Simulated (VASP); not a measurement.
These are r2SCAN+rVV10, VASP's PBE PAW potentials (set 64) (plane waves; VASP) values and carry that method's errors.

VASP input:

### INCAR
```
SYSTEM = CoSi2
PREC = Accurate
ENCUT = 520
EDIFF = 1E-6
NELM = 100
ALGO = Normal
LREAL = .FALSE.
LASPH = .TRUE.
ISMEAR = 1
SIGMA = 0.1
METAGGA = R2SCAN
LUSE_VDW = .TRUE.
BPARAM = 11.95
CPARAM = 0.0093
LMIXTAU = .TRUE.
LMAXMIX = 4
LWAVE = .FALSE.
LCHARG = .FALSE.
IBRION = 2
ISIF = 3
NSW = 60
EDIFFG = -0.02
```

### POSCAR
```
CoSi2
1
    0.0000000000     2.6565137481     2.6565137481
    2.6565137481     0.0000000000     2.6565137481
    2.6565137481     2.6565137481    -0.0000000000
Co Si
1 2
Direct
  0.0000000000   0.0000000000   0.0000000000
  0.2500000000   0.2500000000   0.2500000000
  0.7500000000   0.7500000000   0.7500000000
```

KPOINTS:
```
Automatic mesh
0
Gamma
9 9 9
0 0 0
```

POTCAR, in this order: Co Si (PBE.64 set). Program: vasp_std.

Output

### OSZICAR
```
       N       E                     dE             d eps       ncg     rms          rms(c)
DAV:   1     0.603621225857E+02    0.60362E+02   -0.73044E+03   840   0.142E+03
DAV:   2    -0.309694412091E+02   -0.91332E+02   -0.85658E+02   852   0.266E+02
DAV:   3    -0.354183268119E+02   -0.44489E+01   -0.42881E+01  1076   0.691E+01
DAV:   4    -0.355180293539E+02   -0.99703E-01   -0.99505E-01  1000   0.984E+00
DAV:   5    -0.355212494801E+02   -0.32201E-02   -0.32196E-02  1136   0.184E+00    0.163E+01
DAV:   6    -0.368690911494E+02   -0.13478E+01   -0.47119E+01   988   0.153E+02    0.184E+01
DAV:   7    -0.316751780054E+02    0.51939E+01   -0.16583E+01  1068   0.109E+02    0.460E+00
DAV:   8    -0.317388446807E+02   -0.63667E-01   -0.15138E+00  1276   0.166E+01    0.336E+00
DAV:   9    -0.317015565385E+02    0.37288E-01   -0.33187E-01  1036   0.132E+01    0.653E-01
DAV:  10    -0.317076221874E+02   -0.60656E-02   -0.12418E-02   968   0.112E+00    0.508E-01
DAV:  11    -0.317056457356E+02    0.19765E-02   -0.78758E-03  1112   0.187E+00    0.947E-02
DAV:  12    -0.317063384644E+02   -0.69273E-03   -0.20049E-03  1044   0.790E-01    0.544E-02
DAV:  13    -0.317065455754E+02   -0.20711E-03   -0.29835E-04  1020   0.299E-01    0.196E-02
DAV:  14    -0.317065205211E+02    0.25054E-04   -0.30944E-05  1044   0.100E-01    0.528E-03
DAV:  15    -0.317065345417E+02   -0.14021E-04   -0.16281E-06   700   0.199E-02    0.456E-03
DAV:  16    -0.317065279492E+02    0.65925E-05   -0.12418E-06   480   0.245E-02    0.929E-04
DAV:  17    -0.317065290875E+02   -0.11383E-05   -0.22381E-07   444   0.909E-03    0.464E-04
DAV:  18    -0.317065295965E+02   -0.50902E-06   -0.10963E-07   456   0.443E-03
   1 F= -.31706530E+02 E0= -.31706308E+02  d E =-.317065E+02
       N       E                     dE             d eps       ncg     rms          rms(c)
DAV:   1    -0.317152145444E+02   -0.86855E-02   -0.10483E-01   940   0.678E+00    0.879E-01
DAV:   2    -0.317356183114E+02   -0.20404E-01   -0.23900E-01  1072   0.111E+01    0.136E+00
DAV:   3    -0.317065928137E+02    0.29025E-01   -0.11262E-01  1084   0.785E+00    0.146E-01
DAV:   4    -0.317065108161E+02    0.81998E-04   -0.21112E-03   884   0.351E-01    0.725E-02
DAV:   5    -0.317064519102E+02    0.58906E-04   -0.17146E-04  1176   0.291E-01    0.209E-02
DAV:   6    -0.317064424832E+02    0.94270E-05   -0.17397E-05   940   0.414E-02    0.700E-03
DAV:   7    -0.317064519666E+02   -0.94834E-05   -0.57357E-06   924   0.431E-02    0.420E-03
DAV:   8    -0.317064490830E+02    0.28836E-05   -0.13035E-06   516   0.247E-02    0.161E-03
DAV:   9    -0.317064515337E+02   -0.24507E-05   -0.38571E-07   448   0.660E-03    0.105E-03
DAV:  10    -0.317064506682E+02    0.86549E-06   -0.10018E-07   436   0.729E-03
   2 F= -.31706451E+02 E0= -.31706223E+02  d E =0.789284E-04
       N       E                     dE             d eps       ncg     rms          rms(c)
DAV:   1    -0.317092233349E+02   -0.27718E-02   -0.29344E-02   928   0.359E+00    0.462E-01
DAV:   2    -0.317149589789E+02   -0.57356E-02   -0.67215E-02  1104   0.592E+00    0.729E-01
DAV:   3    -0.317067992591E+02    0.81597E-02   -0.31723E-02  1084   0.408E+00    0.809E-02
DAV:   4    -0.317067711386E+02    0.28121E-04   -0.51447E-04   872   0.185E-01    0.351E-02
DAV:   5    -0.317067574842E+02    0.13654E-04   -0.49210E-05  1152   0.158E-01    0.931E-03
DAV:   6    -0.317067585483E+02   -0.10641E-05   -0.62692E-06   928   0.426E-02    0.654E-03
DAV:   7    -0.317067589626E+02   -0.41432E-06   -0.41587E-06   884   0.446E-02
   3 F= -.31706759E+02 E0= -.31706534E+02  d E =-.229366E-03
```

OUTCAR:
```
------------------------ aborting loop because EDIFF is reached ----------------------------------------
  FORCE on cell =-STRESS in cart. coord.  units (eV):
  Direction    XX          YY          ZZ          XY          YZ          ZX
  --------------------------------------------------------------------------------------
  Total       -0.0072105     -0.0072105     -0.0072105     -0.0000000     -0.0000000     -0.0000000
  in kB       -0.3090944     -0.3090944     -0.3090944     -0.0000000     -0.0000000     -0.0000000
  external PRESSURE =      -0.3090944 kB  Pullay stress =       0.0000000 kB
  volume of cell :       37.38
      direct lattice vectors                 reciprocal lattice vectors
     0.000000000  2.653694120  2.653694120    -0.188416591  0.188416591  0.188416591
     2.653694120  0.000000000  2.653694120     0.188416591 -0.188416591  0.188416591
     2.653694120  2.653694120  0.000000000     0.188416591  0.188416591 -0.188416591
 POSITION                                       TOTAL-FORCE (eV/Angst)
 -----------------------------------------------------------------------------------
      0.00000      0.00000      0.00000        -0.000000     -0.000000     -0.000000
      1.32685      1.32685      1.32685         0.000000      0.000000      0.000000
      3.98054      3.98054      3.98054        -0.000000     -0.000000     -0.000000
 -----------------------------------------------------------------------------------
    total drift:                               -0.000000     -0.000000      0.000000
  FREE ENERGIE OF THE ION-ELECTRON SYSTEM (eV)
  ---------------------------------------------------
  free  energy   TOTEN  =       -31.7067589626 eV

  energy  without entropy=      -31.7060841908  energy(sigma->0) =      -31.70653404

 reached required accuracy - stopping structural energy minimisation
```
(Selected blocks of OUTCAR.)

File CONTCAR:
```
CoSi2
   1.00000000000000
     0.0000000000000000    2.6536941198778772    2.6536941198778772
     2.6536941198778772    0.0000000000000000    2.6536941198778772
     2.6536941198778772    2.6536941198778772    0.0000000000000000
  Co              Si
     1     2
Direct
     0.0000000000000000    0.0000000000000000    0.0000000000000000
     0.2500000000000000    0.2500000000000000    0.2500000000000000
     0.7500000000000000    0.7500000000000000    0.7500000000000000
```

The compound is CoSi2 in the fluorite structure. This run relaxes it. Symmetry was kept, so distortions that lower it aren't found. The start is the result of an earlier pass. The run is not spin-polarised, so no magnetic state was tried. The electron count is odd and the run is not spin-polarised, which forces a metal.
